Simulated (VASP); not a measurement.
**SnSe2: from the relaxed cell to its vibrations**

What lattice, stiffness and vibrations does SnSe2 have at one level of theory? The starting structure is a measured crystal structure from the Crystallography Open Database. All runs use PBEsol.

Program: VASP 6.6.1. Level of theory: Kohn-Sham DFT with plane waves and PAW; PBEsol. Results are calculated unless marked as measured.

## (1) Starting point

It takes space group P-3m1 (No. 164, trigonal). The conventional cell has a = 3.811 Å, b = 3.811 Å, c = 6.136 Å, α = 90.00°, β = 90.00°, γ = 120.00°. Sn has 6 Se at 2.68 Å nearest. Nearest to Se lie 3 Sn at 2.68 Å. Farther neighbours and most contacts between anions are not listed.

Coordinates:

```xyz
3
Lattice="3.8110 0.0000 0.0000 -1.9055 3.3004 0.0000 0.0000 0.0000 6.1360" Properties=species:S:1:pos:R:3 pbc="T T T"
Sn    0.0000    0.0000    0.0000
Se    1.9055    1.1001    4.6081
Se    0.0000    2.2003    1.5279
```

## (2) Relaxation

This run starts from the cell of an earlier relaxation, which isn't shown; the restart sets up the plane waves anew.

INCAR

```
SYSTEM = SnSe2
PREC = Accurate
ENCUT = 500
EDIFF = 1E-07
NELM = 100
ISMEAR = 0
SIGMA = 0.03
LREAL = .FALSE.
ALGO = Normal
GGA = PS
NBANDS = 19
LORBIT = 11
LWAVE = .FALSE.
LCHARG = .FALSE.
KPAR = 4
IBRION = 2
NSW = 50
ISIF = 3
EDIFFG = -0.002
```

POSCAR

```
SnSe2
1.0
    3.8248668503      0.0000000000      0.0000000000
   -1.9124334252      3.3124318584      0.0000000000
    0.0000000000      0.0000000000      6.1334095828
Sn Se
1 2
Direct
    0.0000000000      0.0000000000      0.0000000000
    0.6666666667      0.3333333333      0.7415553050
    0.3333333333      0.6666666667      0.2584446950
```

KPOINTS

```
Automatic mesh
0
Gamma
6 6 4
0 0 0
```

Potentials, in the order of the species: Sn_d and Se (PBE family, release 64).

The run is started by

```bash
> mpirun -np 4 vasp_std
```

What it wrote:

```text
[banner, memory and clock lines left out]
running    4 mpi-ranks, on    1 nodes
 distrk:  each k-point on    1 cores,    4 groups
 distr:  one band on    1 cores,    1 groups

 POSCAR found type information on POSCAR SnSe
 POSCAR found :  2 types and       3 ions
|                                                                             |
|               ----> ADVICE to this user running VASP <----                  |
|                                                                             |
|     You enforced a specific xc type in the INCAR file but a different       |
|     [... a line on the potential file left out ...]
|     I HOPE YOU KNOW WHAT YOU ARE DOING!                                     |
|                                                                             |

 LDA part: xc-table for (Slater+PW92), standard interpolation
 POSCAR, INCAR and KPOINTS ok, starting setup
 FFT: planning ... GRIDC
 FFT: planning ... GRID_SOFT
 FFT: planning ... GRID
 WAVECAR not read
 entering main loop
       N       E                     dE             d eps       ncg     rms          rms(c)
DAV:   1     0.197862824064E+03    0.19786E+03   -0.12046E+04   927   0.151E+03
DAV:   2     0.887097709018E+01   -0.18899E+03   -0.18347E+03   966   0.369E+02
DAV:   3    -0.125236496399E+02   -0.21395E+02   -0.20696E+02  1143   0.113E+02
DAV:   4    -0.132213074859E+02   -0.69766E+00   -0.69627E+00  1102   0.216E+01
DAV:   5    -0.132373297692E+02   -0.16022E-01   -0.16021E-01  1272   0.336E+00    0.491E+00
DAV:   6    -0.129963924963E+02    0.24094E+00   -0.48439E-01  1307   0.791E+00    0.310E+00
DAV:   7    -0.129705719016E+02    0.25821E-01   -0.14082E-01  1128   0.264E+00    0.896E-01
DAV:   8    -0.129686301229E+02    0.19418E-02   -0.10481E-02  1134   0.997E-01    0.253E-01
DAV:   9    -0.129686660432E+02   -0.35920E-04   -0.10986E-03  1006   0.253E-01    0.744E-02
DAV:  10    -0.129686691571E+02   -0.31139E-05   -0.91871E-05  1168   0.619E-02    0.284E-02
DAV:  11    -0.129686815028E+02   -0.12346E-04   -0.21304E-05   960   0.263E-02    0.562E-03
DAV:  12    -0.129686816410E+02   -0.13820E-06   -0.12025E-06  1225   0.867E-03    0.453E-03
DAV:  13    -0.129686819041E+02   -0.26311E-06   -0.82672E-07   972   0.545E-03    0.178E-03
DAV:  14    -0.129686819311E+02   -0.26943E-07   -0.30587E-08   678   0.109E-03
   1 F= -.12968682E+02 E0= -.12968682E+02  d E =-.129687E+02
 curvature:   0.00 expect dE= 0.000E+00 dE for cont linesearch  0.000E+00
 trial: gam= 0.00000 g(F)=  0.194E-08 g(S)=  0.108E-05 ort = 0.000E+00 (trialstep = 0.100E+01)
 search vector abs. value=  0.108E-05
 reached required accuracy - stopping structural energy minimisation
```

Elapsed: 18 s, on 4 MPI ranks of AMD EPYC 7R43, shared host; peak memory 0.69 GiB.

Lines that name or quote the potential files are left out of all logs, and their timing lines are given in words.

Parts of OUTCAR (step 2):

```text
ion  position               nearest neighbor table
   1  0.000  0.000  0.000-   2 2.72   3 2.72   3 2.72   2 2.72   2 2.72   3 2.72
   2  0.667  0.333  0.742-   1 2.72   1 2.72   1 2.72
   3  0.333  0.667  0.258-   1 2.72   1 2.72   1 2.72

  LATTYP: Found a hexagonal cell.
 ALAT       =     3.8248668503
 C/A-ratio  =     1.6035615939

 Subroutine GETGRP returns: Found 12 space group operations
 (whereof 12 operations were pure point group operations)

The static configuration has the point symmetry D_3d.

 Found     24 irreducible k-points:

   k-points           NKPTS =     24   k-points in BZ     NKDIM =     24   number of bands    NBANDS=     19

   dimension x,y,z NGX =    28 NGY =   28 NGZ =   48
   dimension x,y,z NGXF=    56 NGYF=   56 NGZF=   96

   ENCUT  =  500.0 eV  36.75 Ry    6.06 a.u.   6.97  6.97 11.18*2*pi/ulx,y,z

   NELECT =      26.0000    total number of electrons

 k-points in reciprocal lattice and weights: Automatic mesh
   0.00000000  0.00000000  0.00000000       0.007
   0.16666667 -0.00000000  0.00000000       0.042
   0.33333333  0.00000000  0.00000000       0.042
   0.50000000 -0.00000000  0.00000000       0.021
   0.16666667  0.16666667  0.00000000       0.042
   0.33333333  0.16666667  0.00000000       0.083
   0.33333333  0.33333333  0.00000000       0.014
   0.00000000  0.00000000  0.25000000       0.014
   0.16666667 -0.00000000  0.25000000       0.042
[...]
0.33333333  0.16666667  0.50000000       0.083
   0.33333333  0.33333333  0.50000000       0.014

 average (electrostatic) potential at core
       1-102.5256       2 -53.3680       3 -53.3680

 E-fermi :   4.1856

 k-point     1 :       0.0000    0.0000    0.0000
  band No.  band energies     occupation
    ...
      9       3.4413      2.00000
     10       3.4413      2.00000
     11       3.6769      2.00000
     12       3.6769      2.00000
     13       3.9449      2.00000
     14       4.8691      0.00000
     15       6.9717      0.00000
     16       8.5990      0.00000
     17       8.5990      0.00000
     18      12.0409      0.00000
    ...

 k-point     2 :       0.1667   -0.0000    0.0000
  band No.  band energies     occupation
    ...
      9       1.4053      2.00000
     10       2.4543      2.00000
     11       2.6244      2.00000
     12       3.9594      2.00000
     13       3.9731      2.00000
     14       6.1597      0.00000
     15       7.6135      0.00000
     16       8.6671      0.00000
     17       8.9914      0.00000
     18      11.0956      0.00000
    ...

 k-point     3 :       0.3333    0.0000    0.0000
  band No.  band energies     occupation
    ...
      9       0.0008      2.00000
     10       1.0943      2.00000
     11       1.8070      2.00000
     12       3.3475      2.00000
     13       3.8514      2.00000
     14       5.4639      0.00000
     15       7.7901      0.00000
     16       9.2227      0.00000
     17       9.5474      0.00000
     18      10.3495      0.00000
    ...

  Total       -0.0057737     -0.0057737     -0.0005691      0.0000000      0.0000000     -0.0000000
  in kB       -0.1190416     -0.1190416     -0.0117340      0.0000000      0.0000000     -0.0000000
  external PRESSURE =      -0.0832724 kB  Pullay stress =       0.0000000 kB

  energy-cutoff  :      500.00
  volume of cell :       77.71
      direct lattice vectors                 reciprocal lattice vectors
     3.824866850  0.000000000  0.000000000     0.261447010  0.150946501  0.000000000
    -1.912433425  3.312431858  0.000000000     0.000000000  0.301893003  0.000000000
     0.000000000  0.000000000  6.133409583     0.000000000  0.000000000  0.163041451

 POSITION                                       TOTAL-FORCE (eV/Angst)
 -----------------------------------------------------------------------------------
      0.00000      0.00000      0.00000        -0.000000      0.000000      0.000000
      1.91243      1.10414      4.54826         0.000000      0.000000     -0.000142
     -0.00000      2.20829      1.58515        -0.000000      0.000000      0.000142
 -----------------------------------------------------------------------------------
    total drift:                               -0.000000     -0.000000     -0.000000

  FREE ENERGIE OF THE ION-ELECTRON SYSTEM (eV)
  ---------------------------------------------------
  free  energy   TOTEN  =       -12.9686819311 eV

  energy  without entropy=      -12.9686819311  energy(sigma->0) =      -12.96868193

 reached required accuracy - stopping structural energy minimisation

 total charge
# of ion       s       p       d       tot
------------------------------------------
    1        1.062   1.025  10.098  12.185
    2        1.487   2.291   0.028   3.806
    3        1.487   2.291   0.028   3.806
--------------------------------------------------
tot          4.036   5.607  10.153  19.796

[... 3 further parts left out ...]
```

The PAW data sets were made with PBE, which is usual practice but a small mismatch for other functionals. The run keeps the 12 symmetry operations of its start, so it cannot find a distortion of lower symmetry.

The relaxed cell holds 25.903 Å³ an atom, with a = 3.825 Å (+0.4 % against the database cell) and c = 6.133 Å (+0.0 % against the database cell). Pressures at 0.985 and 1.015 times this volume, from two more relaxations that aren't shown, give a bulk modulus of 18.9 GPa.

## (3) Elastic constants

INCAR

```
SYSTEM = SnSe2
PREC = Accurate
ENCUT = 700
EDIFF = 1E-08
NELM = 100
ISMEAR = 0
SIGMA = 0.03
LREAL = .FALSE.
ALGO = Normal
GGA = PS
NBANDS = 19
LORBIT = 11
LWAVE = .FALSE.
LCHARG = .FALSE.
KPAR = 4
IBRION = 6
NFREE = 2
POTIM = 0.015
ISIF = 3
NSW = 1
KBLOWUP = .FALSE.
```

POSCAR is that of step 2.

KPOINTS

```
Automatic mesh
0
Gamma
9 9 4
0 0 0
```

The run is started by

```bash
> mpirun -np 4 vasp_std
```

What it wrote:

```text
[banner, memory and clock lines left out]
running    4 mpi-ranks, on    1 nodes
[...]
[... a notice as in an earlier step ...]

 LDA part: xc-table for (Slater+PW92), standard interpolation
 POSCAR, INCAR and KPOINTS ok, starting setup
[...]
WARNING: random wavefunctions but no delay for mixing, default for NELMDL
 entering main loop
       N       E                     dE             d eps       ncg     rms          rms(c)
DAV:   1     0.226005821676E+03    0.22601E+03   -0.14286E+04  1649   0.189E+03
DAV:   2     0.153354160378E+02   -0.21067E+03   -0.20347E+03  1715   0.449E+02
DAV:   3    -0.120897266209E+02   -0.27425E+02   -0.26734E+02  1943   0.131E+02
DAV:   4    -0.132235653309E+02   -0.11338E+01   -0.11300E+01  1946   0.262E+01
[...]
DAV:  13    -0.129811945785E+02   -0.26357E-06   -0.83354E-07  1742   0.549E-03    0.178E-03
DAV:  14    -0.129811946027E+02   -0.24132E-07   -0.36679E-08  1934   0.113E-03    0.813E-04
DAV:  15    -0.129811946041E+02   -0.14288E-08   -0.87520E-09  1392   0.652E-04
[...]
2 F= -.12974480E+02 E0= -.12974480E+02  d E =-.838571E-12
   3 F= -.12975314E+02 E0= -.12975314E+02  d E =-.398260E-24
   4 F= -.12974432E+02 E0= -.12974432E+02  d E =-.637302E-27
   5 F= -.12975366E+02 E0= -.12975366E+02  d E =-.111051E-10
   6 F= -.12976147E+02 E0= -.12976147E+02  d E =-.718476E-13
   7 F= -.12974498E+02 E0= -.12974498E+02  d E =-.565061E-14
   8 F= -.12979149E+02 E0= -.12979149E+02  d E =-.274740E-17
   9 F= -.12979149E+02 E0= -.12979149E+02  d E =-.273997E-17
  10 F= -.12979318E+02 E0= -.12979318E+02  d E =-.679692E-14
  11 F= -.12979314E+02 E0= -.12979314E+02  d E =-.193949E-15
  12 F= -.12979331E+02 E0= -.12979331E+02  d E =-.116394E-14
  13 F= -.12979331E+02 E0= -.12979331E+02  d E =-.116463E-14
  14 F= -.12980615E+02 E0= -.12980615E+02  d E =-.181423E-15
  15 F= -.12980615E+02 E0= -.12980615E+02  d E =-.180925E-15
  16 F= -.12979525E+02 E0= -.12979525E+02  d E =-.290932E-15
  17 F= -.12979525E+02 E0= -.12979525E+02  d E =-.290763E-15
  18 F= -.12980816E+02 E0= -.12980816E+02  d E =-.236289E-15
  19 F= -.12980816E+02 E0= -.12980816E+02  d E =-.236271E-15
  20 F= -.12980031E+02 E0= -.12980031E+02  d E =-.141137E-14
  21 F= -.12980476E+02 E0= -.12980476E+02  d E =-.297436E-16
 Finite differences progress:
  Degree of freedom:  10/ 10
  Displacement:        2/  2
  Total:              20/ 20
```

Elapsed: 26 min, on 4 MPI ranks; peak memory 2.8 GiB; 68 min of CPU time.

OUTCAR, selected parts (step 3):

```text
  Total       -0.1237709     -0.1237709     -0.1630947      0.0000000      0.0000000     -0.0000000
  in kB       -2.5519008     -2.5519008     -3.3626770      0.0000000      0.0000000     -0.0000000
  external PRESSURE =      -2.8221595 kB  Pullay stress =       0.0000000 kB

 POSITION                                       TOTAL-FORCE (eV/Angst)
 -----------------------------------------------------------------------------------
      0.00000      0.00000      0.00000        -0.000000      0.000000     -0.109852
      1.91243      1.10414      4.53326         0.000000      0.000000      0.109388
     -0.00000      2.20829      1.58515        -0.000000      0.000000      0.000464
 -----------------------------------------------------------------------------------
    total drift:                                0.000000     -0.000000     -0.000047

  FREE ENERGIE OF THE ION-ELECTRON SYSTEM (eV)
  ---------------------------------------------------
  free  energy   TOTEN  =       -12.9804764678 eV

  energy  without entropy=      -12.9804764678  energy(sigma->0) =      -12.98047647

[... 3 further parts left out ...]
[key lines of the parts left out:]
E-fermi :   4.2126
```

The last energy, forces and stress in OUTCAR belong to the last displaced cell, not to that of POSCAR.

The elastic tensor has C11 = 101.5, C12 = 28.1, C44 = 7.8 GPa, among others; its Hill averages are a bulk modulus of 26.9 and a shear modulus of 16.8 GPa.

## (4) Modes of the relaxed cell

INCAR

```
SYSTEM = SnSe2
PREC = Accurate
ENCUT = 500
EDIFF = 1E-08
NELM = 100
ISMEAR = 0
SIGMA = 0.03
LREAL = .FALSE.
ALGO = Normal
GGA = PS
NBANDS = 19
LORBIT = 11
LWAVE = .FALSE.
LCHARG = .FALSE.
KPAR = 4
IBRION = 8
LEPSILON = .TRUE.
LPEAD = .TRUE.
ISIF = 2
```

POSCAR is that of step 3.

KPOINTS

```
Automatic mesh
0
Gamma
12 12 8
0 0 0
```

The run is started by

```bash
> mpirun -np 4 vasp_std
```

What it wrote:

```text
[banner, memory and clock lines left out]
running    4 mpi-ranks, on    1 nodes
[...]
[... a notice as in an earlier step ...]

 LDA part: xc-table for (Slater+PW92), standard interpolation
 POSCAR, INCAR and KPOINTS ok, starting setup
[...]
entering main loop
       N       E                     dE             d eps       ncg     rms          rms(c)
DAV:   1     0.198021175639E+03    0.19802E+03   -0.12018E+04  5085   0.151E+03
DAV:   2     0.943402607422E+01   -0.18859E+03   -0.18254E+03  5365   0.378E+02
DAV:   3    -0.124722250503E+02   -0.21906E+02   -0.21416E+02  6146   0.115E+02
DAV:   4    -0.132292041531E+02   -0.75698E+00   -0.75522E+00  5909   0.221E+01
[...]
DAV:  13    -0.129815655015E+02   -0.24991E-06   -0.81673E-07  5281   0.551E-03    0.178E-03
DAV:  14    -0.129815655276E+02   -0.26114E-07   -0.34607E-08  5862   0.110E-03    0.827E-04
DAV:  15    -0.129815655301E+02   -0.24665E-08   -0.82681E-09  4248   0.640E-04
   1 F= -.12981566E+02 E0= -.12981566E+02  d E =-.101908E-26
[...]
RMM:  10    -0.801427754671E-01   -0.92347E-08   -0.21356E-08 48311   0.377E-05    0.386E-06
 first order change of Fermi-energy   0.54015E-05
 force on displaced ion       2 direction 1 :  -3.363   0.000   0.000
 Born effective charge ion    2 direction 1 :  -2.561  -0.001  -0.000
 Linear response progress:
  Degree of freedom:   4/  4
       N       E                     dE             d eps       ncg     rms          rms(c)
RMM:   1    -0.994539333284E-01   -0.99454E-01    0.67728E-02 11047   0.152E+00
RMM:   2    -0.975640012117E-01    0.18899E-02   -0.22304E-03  8843   0.256E-01    0.912E-02
RMM:   3    -0.974218412970E-01    0.14216E-03   -0.26078E-04  9516   0.808E-02    0.431E-02
RMM:   4    -0.974115673125E-01    0.10274E-04   -0.67283E-05  9655   0.398E-02    0.198E-02
[...]
RMM:  10    -0.974266810150E-01    0.78823E-07    0.41703E-08 10666   0.907E-05    0.165E-05
RMM:  11    -0.974266953440E-01   -0.14329E-07   -0.14712E-07  9733   0.420E-05    0.709E-06
RMM:  12    -0.974267038228E-01   -0.84788E-08   -0.34989E-08 10466   0.246E-05    0.151E-06
 first order change of Fermi-energy  -0.61379E+00
 force on displaced ion       2 direction 3 :   0.000  -0.000  -8.375
 Born effective charge ion    2 direction 3 :   0.000  -0.000  -1.095
 Born effective charges drift removed
 Linear response finished
```

It took 44 min on 4 MPI ranks; peak memory 7.1 GiB; 2 h of CPU time.

From OUTCAR (step 4):

```text
  Total       -0.0525583     -0.0525583      0.0404974      0.0000000      0.0000000      0.0000000
  in kB       -1.0836434     -1.0836434      0.8349733      0.0000000      0.0000000      0.0000000
  external PRESSURE =      -0.4441045 kB  Pullay stress =       0.0000000 kB

 POSITION                                       TOTAL-FORCE (eV/Angst)
 -----------------------------------------------------------------------------------
      0.00000      0.00000      0.00000         0.000000      0.000000      0.000000
      1.91243      1.10414      4.54826        -0.000000      0.000000     -0.013065
     -0.00000      2.20829      1.58515         0.000000     -0.000000      0.013065
 -----------------------------------------------------------------------------------
    total drift:                               -0.000000     -0.000000     -0.000000

 MACROSCOPIC STATIC DIELECTRIC TENSOR (including local field effects in DFT)
 ------------------------------------------------------
          12.562061    -0.000000    -0.000000
          -0.000000    12.562061     0.000000
          -0.000000     0.000000    11.064779
 ------------------------------------------------------

 MACROSCOPIC STATIC DIELECTRIC TENSOR IONIC CONTRIBUTION
 ------------------------------------------------------
          11.789438    -0.000000    -0.000000
          -0.000000    11.789438     0.000000
          -0.000000     0.000000     0.745291
 ------------------------------------------------------

[... 1 part as in an earlier step ...]

[... 1 further part left out ...]
```

The zone-centre modes at 25.903 Å³ an atom are A2u 243.7, A1g 179.5, Eu 144.3, Eg 119.4 cm⁻¹.

(Continued in part 2 of 2.)

[Lines on the potential files, build, host, timing and source positions are cut from VASP's logs without a mark.]

[Logs are printed without paths, hosts, clocks, repeated set-up lines and the standing remarks that a program may print on its own settings, such as how far it seeks lower states.]

[Hosts, paths, dates, database ids (printed as entryN), source tags and the programs' standing remarks are cut or masked in the printed files.]
